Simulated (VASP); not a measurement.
Crystal: PtSe2 (Sudovikovite).

```
CELL_PARAMETERS angstrom
3.72400 0.00000 0.00000
-1.86200 3.22508 0.00000
0.00000 0.00000 5.06200
ATOMIC_POSITIONS crystal
Pt 0.00000 0.00000 0.00000
Se 0.33333 0.66667 0.25000
Se 0.66667 0.33333 0.75000
```

```yaml
Program: VASP 6.6.1
Task: relaxation of cell and atoms
Functional: PBE
Dispersion: D3(BJ)
Potentials_or_basis: VASP PAW PBE potentials, release 64 (Pt, Se)
Cutoff: 600 eV
k_mesh: 9 × 9 × 5
Occupations: gaussian, width 0.03 eV
Spin: no spin polarisation
```

At the start: pressure 3.5 GPa; volume 20.27 Å³/atom.

Question: How do energy, volume and symmetry change on relaxing?

Answer: Over 20 steps the energy falls by 17.0 meV/atom and the volume is 19.74 Å³/atom (-2.6 %); space group P-3m1 (No. 164, to 0.05 Å).

The path:
| step | energy change (eV) | largest force (eV/Å) | pressure (GPa) | volume (Å³) |
| --- | --- | --- | --- | --- |
| 1 | 0.0000 | 0.6006 | 3.50 | 60.80 |
| 2 | 0.0320 | 0.3870 | -5.82 | 64.77 |
| 3 | -0.0234 | 0.1841 | -0.55 | 62.31 |
| 4 | -0.0234 | 0.1918 | -0.48 | 62.28 |
| 5 | -0.0282 | 0.1640 | -0.42 | 61.93 |
| 6 | -0.0396 | 0.0765 | -0.22 | 60.88 |
| 7 | -0.0415 | 0.1775 | 0.61 | 58.80 |
| 8 | -0.0449 | 0.0420 | 0.19 | 59.80 |
| 9 | -0.0491 | 0.0906 | -0.42 | 59.66 |
| 10 | -0.0495 | 0.1121 | -0.67 | 59.60 |
| 11 | -0.0493 | 0.0600 | 0.92 | 58.67 |
| 12 | -0.0507 | 0.0292 | 0.08 | 59.15 |
| 13 | -0.0508 | 0.0204 | -0.01 | 59.21 |
| 14 | -0.0509 | 0.0172 | -0.04 | 59.23 |
| 15 | -0.0509 | 0.0155 | -0.02 | 59.24 |
| 16 | -0.0509 | 0.0129 | -0.08 | 59.26 |
| 17 | -0.0509 | 0.0153 | -0.06 | 59.25 |
| 18 | -0.0509 | 0.0123 | 0.13 | 59.21 |
| 19 | -0.0509 | 0.0006 | 0.03 | 59.23 |
| 20 | -0.0509 | 0.0018 | 0.02 | 59.23 |

Final structure:
```
Pt Se
1.0
     3.76981    0.00000    0.00000
    -1.88491    3.26476    0.00000
     0.00000    0.00000    4.81226
Pt Se
1 2
Direct
  0.00000 0.00000 0.00000
  0.33333 0.66667 0.26664
  0.66667 0.33333 0.73336
```

Caveat: pairwise dispersion overbinds metals, which lowers pressure and volume.
